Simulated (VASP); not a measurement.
Wanted: the native input for a VASP 6.6.1 run.

* Task: Berry-phase polarisation
* Functional: PBEsol
* Dispersion: D3
* Potentials or basis: VASP PAW PBE potentials, release 54 (Mg, C)
* Cutoff: 520 eV
* k mesh: 7 × 7 × 6
* Occupations: fermi-dirac, width 0.05 eV
* Spin: no spin polarisation
* Further INCAR settings: ALGO = Fast; EDIFF = 1e-06

The structure of MgC2 lies in POSCAR:

```
MgC2
1.0
    3.9507770000      0.0000000000      0.0000000000
    0.0000000000      3.9507770000      0.0000000000
    0.0000000000      0.0000000000      4.9870890000
Mg C
2 4
Direct
    0.0000000000      0.0000000000      0.5000000000
    0.5000000000      0.5000000000      0.0000000000
    0.3876550000      0.6123450000      0.5000000000
    0.1123450000      0.1123450000      0.0000000000
    0.6123450000      0.3876550000      0.5000000000
    0.8876550000      0.8876550000      0.0000000000
```

The cell comes from a database or a generator and needn't be the stable form of this composition.

One way to write it, as run:

INCAR

```
SYSTEM = MgC2
PREC = Accurate
ENCUT = 520
EDIFF = 1E-6
ISMEAR = -1
SIGMA = 0.05
LREAL = .FALSE.
LASPH = .TRUE.
NELM = 100
ALGO = Fast
ISIF = 2
LWAVE = .FALSE.
LCHARG = .FALSE.
GGA = PS
IVDW = 11
LCALCPOL = .TRUE.
```

KPOINTS

```
Automatic mesh
0
G
  7 7 6
  0 0 0
```

Potentials or basis: VASP PAW PBE potentials, release 54 (Mg, C).

The run is started by

```console
$ cat potpaw_PBE.54/Mg/POTCAR potpaw_PBE.54/C/POTCAR > POTCAR
$ mpirun -np 1 vasp_std > vasp.out
```

Results of the run:

```yaml
Dispersion_energy_per_atom: -0.105 eV
```

Caveat: the standard files for N, O and F lose accuracy on very short bonds.

Run time: 43 s on 1 thread of Intel(R) Xeon(R) 6975P-C (Granite Rapids), on a shared host, peak memory 0.24 GiB.
